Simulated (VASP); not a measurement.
```
PbTe
1.0
    0.00000     3.29335     3.29335
    3.29335     0.00000     3.29335
    3.29335     3.29335     0.00000
Te Pb
1 1
Cartesian
  3.29335   3.29335   3.29335
  0.00000   0.00000   0.00000
```

All values below come from vdW-DF-cx, VASP's PBE PAW potentials (set 64) (plane waves; VASP). Settings: 520 eV cut-off, 7×7×7 Γ-centred mesh, Gaussian smearing of 0.050 eV, potentials Te Pb_d.

Task: Give the stress tensor in GPa (positive for a compressed cell).

Result: 
```
-2.24   0.00   0.00
 0.00  -2.24   0.00
 0.00   0.00  -2.24
```
The pressure is its mean diagonal, -2.24 GPa.

The compound is PbTe in the rock salt structure. This cell is one point of a volume scan, at 1.06 of the reference volume.
